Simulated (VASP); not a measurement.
Calculation: LDA (Ceperley-Alder, Perdew-Zunger), VASP's LDA PAW potentials (set 64) (plane waves; VASP).

VASP ran on this input.

POSCAR:
```
MgS
3.6185740
  0.0000000000   0.7071068776   0.7071068776
  0.7071068776   0.0000000000   0.7071068776
  0.7071068776   0.7071068776   0.0000000000
Mg S
1 1
direct
  0.0000000000   0.0000000000   0.0000000000
  0.5000000000   0.5000000000   0.5000000000
```

KPOINTS:
```
Automatic mesh
0
Gamma
9 9 9
0 0 0
```

**INCAR**
```
# general
SYSTEM    =  MgS
PREC      =  Accurate
ENCUT     =  400
LREAL     =  .FALSE.
LASPH     =  .TRUE.

# electronic loop
EDIFF     =  1E-8
NELM      =  100
ALGO      =  Normal

# smearing
ISMEAR    =  0
SIGMA     =  0.01

# ions
IBRION    =  8
NSW       =  1

# output
LWAVE     =  .FALSE.
LCHARG    =  .FALSE.

# other
LEPSILON  =  .TRUE.
```

POTCAR, in this order: Mg S (LDA.64 set). Program: vasp_std.

Output of the run:

OSZICAR:
```
...
 Linear response to external field (no local field effect), progress :
  Direction:   3
       N       E                     dE             d eps       ncg     rms          rms(c)
RMM:   1    -0.284161224905E+00   -0.28416E+00   -0.90661E-01  1158   0.291E+00
RMM:   2    -0.287181228841E+00   -0.30200E-02   -0.51951E-03   914   0.494E-01
RMM:   3    -0.287213860024E+00   -0.32631E-04   -0.10986E-04   901   0.607E-02
RMM:   4    -0.287214570264E+00   -0.71024E-06   -0.22481E-06   937   0.866E-03
RMM:   5    -0.287214582699E+00   -0.12435E-07   -0.69765E-08   855   0.117E-03
RMM:   6    -0.287214582913E+00   -0.21407E-09   -0.28156E-09   714   0.197E-04
 Linear response to external field, progress :
  Direction:   1
       N       E                     dE             d eps       ncg     rms          rms(c)
RMM:   1    -0.474504813838E+00   -0.47450E+00   -0.17918E+00  2530   0.346E+00
RMM:   2    -0.481097788198E+00   -0.65930E-02   -0.71572E-03  1966   0.577E-01    0.142E+00
RMM:   3    -0.437231699312E+00    0.43866E-01   -0.48935E-02  1849   0.121E+00    0.704E-01
RMM:   4    -0.443788781515E+00   -0.65571E-02   -0.22954E-02  1946   0.861E-01    0.208E-01
RMM:   5    -0.452611183919E+00   -0.88224E-02   -0.11252E-03  1928   0.250E-01    0.544E-02
RMM:   6    -0.452571142822E+00    0.40041E-04   -0.23297E-05  2020   0.381E-02    0.360E-02
RMM:   7    -0.452848792372E+00   -0.27765E-03   -0.49172E-05  1944   0.408E-02    0.122E-02
RMM:   8    -0.452920377923E+00   -0.71586E-04   -0.28766E-06  1955   0.121E-02    0.483E-03
RMM:   9    -0.452906310167E+00    0.14068E-04    0.22769E-07  2100   0.218E-03    0.161E-03
RMM:  10    -0.452920002438E+00   -0.13692E-04    0.14032E-06  2094   0.460E-04    0.557E-04
RMM:  11    -0.452918983142E+00    0.10193E-05    0.47875E-07  2009   0.192E-04    0.241E-04
RMM:  12    -0.452919490381E+00   -0.50724E-06    0.93963E-07  1105   0.627E-05    0.521E-05
RMM:  13    -0.452919584255E+00   -0.93875E-07   -0.20909E-09   419   0.474E-05    0.197E-05
RMM:  14    -0.452919574841E+00    0.94146E-08   -0.69988E-09   344   0.515E-05    0.183E-06
 Linear response to external field, progress :
  Direction:   2
       N       E                     dE             d eps       ncg     rms          rms(c)
RMM:   1    -0.474200311515E+00   -0.47420E+00   -0.17887E+00  2537   0.347E+00
RMM:   2    -0.481101273016E+00   -0.69010E-02   -0.71101E-03  1967   0.580E-01    0.142E+00
RMM:   3    -0.437231752755E+00    0.43870E-01   -0.48863E-02  1852   0.120E+00    0.704E-01
RMM:   4    -0.443783517136E+00   -0.65518E-02   -0.22879E-02  1950   0.861E-01    0.208E-01
RMM:   5    -0.452606963751E+00   -0.88234E-02   -0.11278E-03  1927   0.250E-01    0.541E-02
RMM:   6    -0.452569210645E+00    0.37753E-04   -0.23693E-05  2033   0.383E-02    0.355E-02
RMM:   7    -0.452850101744E+00   -0.28089E-03   -0.48258E-05  1958   0.404E-02    0.120E-02
RMM:   8    -0.452921027338E+00   -0.70926E-04   -0.29534E-06  1973   0.120E-02    0.468E-03
RMM:   9    -0.452907036036E+00    0.13991E-04   -0.68250E-07  2118   0.215E-03    0.152E-03
RMM:  10    -0.452920774624E+00   -0.13739E-04    0.86029E-09  2112   0.457E-04    0.518E-04
RMM:  11    -0.452919729810E+00    0.10448E-05   -0.21863E-07  2026   0.187E-04    0.221E-04
RMM:  12    -0.452920271168E+00   -0.54136E-06   -0.69473E-08  1091   0.613E-05    0.486E-05
RMM:  13    -0.452920354065E+00   -0.82897E-07    0.35155E-09   447   0.454E-05    0.189E-05
RMM:  14    -0.452920346248E+00    0.78171E-08   -0.49380E-10   295   0.485E-05    0.170E-06
 Linear response to external field, progress :
  Direction:   3
       N       E                     dE             d eps       ncg     rms          rms(c)
RMM:   1    -0.474242418500E+00   -0.47424E+00   -0.17891E+00  2534   0.347E+00
RMM:   2    -0.481100338383E+00   -0.68579E-02   -0.71220E-03  1967   0.580E-01    0.142E+00
RMM:   3    -0.437234301829E+00    0.43866E-01   -0.48891E-02  1853   0.120E+00    0.704E-01
RMM:   4    -0.443782032409E+00   -0.65477E-02   -0.22861E-02  1949   0.860E-01    0.208E-01
RMM:   5    -0.452607670941E+00   -0.88256E-02   -0.11257E-03  1927   0.250E-01    0.541E-02
RMM:   6    -0.452569719912E+00    0.37951E-04   -0.23588E-05  2033   0.382E-02    0.355E-02
RMM:   7    -0.452849638832E+00   -0.27992E-03   -0.47888E-05  1955   0.402E-02    0.120E-02
RMM:   8    -0.452920980023E+00   -0.71341E-04   -0.31998E-06  1973   0.119E-02    0.468E-03
RMM:   9    -0.452907087682E+00    0.13892E-04   -0.14193E-06  2119   0.213E-03    0.153E-03
RMM:  10    -0.452920753405E+00   -0.13666E-04    0.14633E-06  2108   0.455E-04    0.521E-04
RMM:  11    -0.452919736823E+00    0.10166E-05    0.61006E-08  2038   0.188E-04    0.221E-04
RMM:  12    -0.452920271959E+00   -0.53514E-06    0.48310E-07  1083   0.598E-05    0.491E-05
RMM:  13    -0.452920357217E+00   -0.85258E-07    0.12082E-12   446   0.456E-05    0.187E-05
RMM:  14    -0.452920345802E+00    0.11415E-07    0.26378E-08   309   0.493E-05    0.174E-06
 Linear response DOF=           2
 Linear response progress:
  Degree of freedom:   1/  2
       N       E                     dE             d eps       ncg     rms          rms(c)
RMM:   1    -0.215626076106E-02   -0.21563E-02   -0.20869E-03  2132   0.490E-01
RMM:   2    -0.195065236062E-02    0.20561E-03   -0.19045E-04  1937   0.114E-01    0.516E-02
RMM:   3    -0.191240319102E-02    0.38249E-04   -0.43105E-05  1958   0.390E-02    0.286E-02
RMM:   4    -0.191747886697E-02   -0.50757E-05   -0.20616E-05  1942   0.272E-02    0.803E-03
RMM:   5    -0.191594349957E-02    0.15354E-05   -0.14439E-06  1947   0.825E-03    0.131E-03
RMM:   6    -0.191657805050E-02   -0.63455E-06   -0.61973E-08  2002   0.176E-03    0.404E-04
RMM:   7    -0.191547801446E-02    0.11000E-05   -0.12663E-08  2039   0.803E-04    0.212E-04
RMM:   8    -0.191546031016E-02    0.17704E-07   -0.36620E-09  2000   0.368E-04    0.199E-05
RMM:   9    -0.191546760895E-02   -0.72988E-08   -0.10668E-11  2094   0.862E-05    0.120E-05
 Linear response progress:
  Degree of freedom:   2/  2
       N       E                     dE             d eps       ncg     rms          rms(c)
RMM:   1    -0.103761704220E+00   -0.10376E+00    0.28903E-02  2537   0.270E+00
RMM:   2    -0.103659108492E+00    0.10260E-03   -0.12292E-03  1894   0.288E-01    0.108E-01
RMM:   3    -0.104258370057E+00   -0.59926E-03   -0.22929E-04  1771   0.912E-02    0.519E-02
RMM:   4    -0.104934868554E+00   -0.67650E-03   -0.14173E-04  1800   0.673E-02    0.158E-02
RMM:   5    -0.104945087349E+00   -0.10219E-04   -0.95396E-06  1934   0.227E-02    0.927E-03
RMM:   6    -0.104947652412E+00   -0.25651E-05   -0.79470E-08  2056   0.255E-03    0.802E-03
RMM:   7    -0.104966642737E+00   -0.18990E-04   -0.36261E-07  1825   0.349E-03    0.129E-03
RMM:   8    -0.104961264145E+00    0.53786E-05   -0.15869E-08  1957   0.826E-04    0.822E-04
RMM:   9    -0.104960165414E+00    0.10987E-05   -0.11778E-08  2048   0.159E-04    0.226E-04
RMM:  10    -0.104960213888E+00   -0.48474E-07   -0.21923E-07  2127   0.334E-05    0.384E-05
RMM:  11    -0.104960124165E+00    0.89722E-07   -0.23221E-08  1970   0.109E-05    0.202E-05
RMM:  12    -0.104960105362E+00    0.18804E-07   -0.14089E-08  1998   0.437E-06    0.774E-07
RMM:  13    -0.104960109515E+00   -0.41537E-08   -0.20558E-08  1222   0.125E-06    0.986E-08
 Linear response finished
```

### OUTCAR
```
------------------------ aborting loop because EDIFF is reached ----------------------------------------

 HEAD OF MICROSCOPIC STATIC DIELECTRIC TENSOR (INDEPENDENT PARTICLE, excluding Hartree and local field effects)
 ------------------------------------------------------
           6.197365     0.000000    -0.000000
           0.000000     6.197365     0.000000
          -0.000000     0.000000     6.197365
 ------------------------------------------------------

 MACROSCOPIC STATIC DIELECTRIC TENSOR (including local field effects in DFT)
 ------------------------------------------------------
           5.550522     0.000000     0.000000
          -0.000000     5.550522     0.000000
          -0.000000    -0.000000     5.550522
 ------------------------------------------------------

 PIEZOELECTRIC TENSOR (including local field effects)  for field in x, y, z        (e  Angst)
          XX          YY          ZZ          XY          YZ          ZX
  --------------------------------------------------------------------------------
  x     0.00000     0.00000     0.00000     0.00000     0.00000     0.00000
  y     0.00000     0.00000     0.00000     0.00000     0.00000     0.00000
  z     0.00000     0.00000     0.00000     0.00000     0.00000     0.00000

 PIEZOELECTRIC TENSOR (including local field effects)  for field in x, y, z        (C/m^2)
          XX          YY          ZZ          XY          YZ          ZX
  --------------------------------------------------------------------------------
  x     0.00000     0.00000     0.00000     0.00000     0.00000     0.00000
  y     0.00000     0.00000     0.00000     0.00000     0.00000     0.00000
  z     0.00000     0.00000     0.00000     0.00000     0.00000     0.00000

 BORN EFFECTIVE CHARGES (including local field effects) (in |e|, cummulative output)
 ---------------------------------------------------------------------------------
 ion    1
    1     2.28432    -0.00000     0.00000
    2    -0.00000     2.28432     0.00000
    3     0.00000     0.00000     2.28432
 ion    2
    1    -2.28432     0.00000    -0.00000
    2     0.00000    -2.28432     0.00000
    3     0.00000    -0.00000    -2.28432

   1 f  =    7.708709 THz    48.435247 2PiTHz  257.134853 cm-1    31.880644 meV
             X         Y         Z           dx          dy          dz
      0.000000  0.000000  0.000000    -0.533093   -0.533093    0.000000
      2.558719  2.558719  2.558719     0.464556    0.464556   -0.000000

   2 f  =    7.708709 THz    48.435247 2PiTHz  257.134853 cm-1    31.880644 meV
             X         Y         Z           dx          dy          dz
      0.000000  0.000000  0.000000    -0.533093    0.533093    0.000000
      2.558719  2.558719  2.558719     0.464556   -0.464556    0.000000

   3 f  =    7.708709 THz    48.435247 2PiTHz  257.134853 cm-1    31.880644 meV
             X         Y         Z           dx          dy          dz
      0.000000  0.000000  0.000000     0.000000    0.000000    0.753907
      2.558719  2.558719  2.558719     0.000000    0.000000   -0.656981

   4 f/i=    0.003599 THz     0.022612 2PiTHz    0.120042 cm-1     0.014883 meV
             X         Y         Z           dx          dy          dz
      0.000000  0.000000  0.000000     0.477761   -0.417609    0.170209
      2.558719  2.558719  2.558719     0.548246   -0.479220    0.195321

   5 f/i=    0.003599 THz     0.022612 2PiTHz    0.120042 cm-1     0.014883 meV
             X         Y         Z           dx          dy          dz
      0.000000  0.000000  0.000000     0.257019    0.048400   -0.602679
      2.558719  2.558719  2.558719     0.294938    0.055540   -0.691594

   6 f/i=    0.003599 THz     0.022612 2PiTHz    0.120042 cm-1     0.014883 meV
             X         Y         Z           dx          dy          dz
      0.000000  0.000000  0.000000    -0.370553   -0.504860   -0.198571
      2.558719  2.558719  2.558719    -0.425222   -0.579344   -0.227867

 MACROSCOPIC STATIC DIELECTRIC TENSOR IONIC CONTRIBUTION
 ------------------------------------------------------
           8.382642    -0.000000     0.000000
          -0.000000     8.382642    -0.000000
           0.000000    -0.000000     8.382642
 ------------------------------------------------------

 ELASTIC MODULI CONTR FROM IONIC RELAXATION (kBar)
 Direction    XX          YY          ZZ          XY          YZ          ZX
 --------------------------------------------------------------------------------
 XX           0.0000      0.0000      0.0000      0.0000      0.0000      0.0000
 YY           0.0000      0.0000      0.0000      0.0000      0.0000      0.0000
 ZZ           0.0000      0.0000      0.0000      0.0000      0.0000      0.0000
 XY           0.0000      0.0000      0.0000      0.0000      0.0000      0.0000
 YZ           0.0000      0.0000      0.0000      0.0000      0.0000      0.0000
 ZX           0.0000      0.0000      0.0000      0.0000      0.0000      0.0000
 --------------------------------------------------------------------------------

 PIEZOELECTRIC TENSOR IONIC CONTR  for field in x, y, z        (C/m^2)
          XX          YY          ZZ          XY          YZ          ZX
  --------------------------------------------------------------------------------
  x     0.00000     0.00000     0.00000     0.00000     0.00000     0.00000
  y     0.00000     0.00000     0.00000     0.00000     0.00000     0.00000
  z     0.00000     0.00000     0.00000     0.00000     0.00000     0.00000
```
(Selected blocks of OUTCAR.)

The compound is MgS in the rock salt structure. It was relaxed first.
